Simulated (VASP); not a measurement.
Output of a VASP run:

OSZICAR:
```
...
DAV:   3    -0.612083692304E+02    0.37953E-03   -0.13504E-03  1526   0.322E-01    0.146E-01
DAV:   4    -0.612080321839E+02    0.33705E-03   -0.12500E-03  2083   0.269E-01    0.682E-02
DAV:   5    -0.612081048523E+02   -0.72668E-04   -0.31220E-04  1566   0.164E-01    0.456E-02
DAV:   6    -0.612081006975E+02    0.41549E-05   -0.99414E-05  1511   0.108E-01    0.196E-02
DAV:   7    -0.612081157023E+02   -0.15005E-04   -0.42527E-05  1611   0.697E-02    0.733E-03
DAV:   8    -0.612081128285E+02    0.28738E-05   -0.29424E-06  2021   0.143E-02    0.526E-03
DAV:   9    -0.612081143102E+02   -0.14817E-05   -0.37711E-07   888   0.566E-03    0.121E-03
DAV:  10    -0.612081136730E+02    0.63718E-06   -0.31633E-07   768   0.497E-03
   4 F= -.61208114E+02 E0= -.61208640E+02  d E =-.111736E-01
       N       E                     dE             d eps       ncg     rms          rms(c)
DAV:   1    -0.612081644604E+02   -0.50150E-04   -0.24087E-03  1456   0.369E-01    0.385E-02
DAV:   2    -0.612081338665E+02    0.30594E-04   -0.62420E-05  1861   0.622E-02    0.230E-02
DAV:   3    -0.612081286903E+02    0.51763E-05   -0.96419E-06  1531   0.274E-02    0.126E-02
DAV:   4    -0.612081241867E+02    0.45036E-05   -0.96441E-06  2004   0.237E-02    0.592E-03
DAV:   5    -0.612081237852E+02    0.40144E-06   -0.22178E-06  1260   0.139E-02
   5 F= -.61208124E+02 E0= -.61208638E+02  d E =-.111837E-01
       N       E                     dE             d eps       ncg     rms          rms(c)
DAV:   1    -0.612131891930E+02   -0.50650E-02   -0.14231E-01  1456   0.298E+00    0.455E-01
DAV:   2    -0.612099150737E+02    0.32741E-02   -0.86349E-03  1566   0.745E-01    0.211E-01
DAV:   3    -0.612087075759E+02    0.12075E-02   -0.22279E-03  1486   0.375E-01    0.821E-02
DAV:   4    -0.612085077174E+02    0.19986E-03   -0.75870E-04  1734   0.218E-01    0.505E-02
DAV:   5    -0.612085377094E+02   -0.29992E-04   -0.10418E-04  2027   0.932E-02    0.371E-02
DAV:   6    -0.612085003065E+02    0.37403E-04   -0.10120E-04  1501   0.110E-01    0.178E-02
DAV:   7    -0.612085345685E+02   -0.34262E-04   -0.63199E-05  1496   0.888E-02    0.103E-02
DAV:   8    -0.612085272597E+02    0.73088E-05   -0.54990E-06  2065   0.206E-02    0.657E-03
DAV:   9    -0.612085280288E+02   -0.76915E-06   -0.32903E-07   818   0.461E-03
   6 F= -.61208528E+02 E0= -.61208992E+02  d E =-.404244E-03
       N       E                     dE             d eps       ncg     rms          rms(c)
DAV:   1    -0.612088307261E+02   -0.30347E-03   -0.78376E-03  1456   0.699E-01    0.108E-01
DAV:   2    -0.612086564871E+02    0.17424E-03   -0.48315E-04  1566   0.176E-01    0.499E-02
DAV:   3    -0.612085832844E+02    0.73203E-04   -0.11961E-04  1486   0.869E-02    0.198E-02
DAV:   4    -0.612085729064E+02    0.10378E-04   -0.43815E-05  1731   0.526E-02    0.116E-02
DAV:   5    -0.612085675135E+02    0.53929E-05   -0.60116E-06  1760   0.235E-02    0.847E-03
DAV:   6    -0.612085779237E+02   -0.10410E-04   -0.66846E-06  1496   0.286E-02    0.479E-03
DAV:   7    -0.612085696049E+02    0.83188E-05   -0.30635E-06  1486   0.197E-02    0.228E-03
DAV:   8    -0.612085718212E+02   -0.22163E-05   -0.19814E-07   743   0.408E-03    0.118E-03
DAV:   9    -0.612085700414E+02    0.17798E-05   -0.94137E-08   738   0.303E-03    0.601E-04
DAV:  10    -0.612085711127E+02   -0.10713E-05   -0.40961E-08   728   0.145E-03    0.597E-04
DAV:  11    -0.612085707875E+02    0.32519E-06   -0.18272E-08   728   0.732E-04
   7 F= -.61208571E+02 E0= -.61209045E+02  d E =-.447002E-03
```

OUTCAR:
```
------------------------ aborting loop because EDIFF is reached ----------------------------------------
  FORCE on cell =-STRESS in cart. coord.  units (eV):
  Direction    XX          YY          ZZ          XY          YZ          ZX
  --------------------------------------------------------------------------------------
  Total        0.0021769      0.0021769      0.0010803      0.0000000      0.0000000      0.0000000
  in kB        0.0522637      0.0522637      0.0259355      0.0000000      0.0000000      0.0000000
  external PRESSURE =       0.0434876 kB  Pullay stress =       0.0000000 kB
  volume of cell :       66.73
      direct lattice vectors                 reciprocal lattice vectors
     1.848191299 -3.201161004  0.000000000     0.270534766 -0.156193331  0.000000000
     1.848191299  3.201161004  0.000000000     0.270534766  0.156193331  0.000000000
    -0.000000000 -0.000000000  5.639870699     0.000000000  0.000000000  0.177309029
 POSITION                                       TOTAL-FORCE (eV/Angst)
 -----------------------------------------------------------------------------------
      1.84819      1.06706      1.40997        -0.000000     -0.000000      0.000000
      1.84819     -1.06706      4.22990         0.000000      0.000000      0.000000
 -----------------------------------------------------------------------------------
    total drift:                                0.000000      0.000119     -0.000009
  FREE ENERGIE OF THE ION-ELECTRON SYSTEM (eV)
  ---------------------------------------------------
  free  energy   TOTEN  =       -61.2085707875 eV

  energy  without entropy=      -61.2099945495  energy(sigma->0) =      -61.20904537

 reached required accuracy - stopping structural energy minimisation
```
(Selected blocks of OUTCAR.)

**POSCAR**
```
Gd
1
    1.8150000000    -3.1436720000     0.0000000000
    1.8150000000     3.1436720000     0.0000000000
    0.0000000000     0.0000000000     5.7800000000
Gd
2
Direct
  0.3333330000   0.6666670000   0.2500000000
  0.6666670000   0.3333330000   0.7500000000
```

**Question.** Write an INCAR and KPOINTS that could have produced this output.

**Answer.** One answer among several that fit: the input of the run itself, r2SCAN meta-GGA, plane waves, VASP's PBE PAW potentials (set 64).

### INCAR
```
# general
SYSTEM  = Gd
PREC    = Accurate
ENCUT   = 400
LREAL   = .FALSE.
LASPH   = .TRUE.

# electronic loop
EDIFF   = 1E-6
NELM    = 100
ALGO    = Normal
LMAXMIX = 6
LMIXTAU = .TRUE.

# smearing
ISMEAR  = 1
SIGMA   = 0.1

# functional
METAGGA = R2SCAN

# ions
IBRION  = 2
NSW     = 60
ISIF    = 3
EDIFFG  = -0.01

# output
LWAVE   = .FALSE.
LCHARG  = .FALSE.
```

KPOINTS:
```
Automatic mesh
0
Gamma
10 10 6
0 0 0
```

POTCAR, in this order: Gd_3 (PBE.64 set). Program: vasp_std.

The 4f electrons are frozen in the core of the lanthanide potential, so 4f levels, which can set the real gap, and their magnetism are missing.

The compound is Gd in the hcp structure. This run relaxes it. Symmetry was kept, so distortions that lower it aren't found.
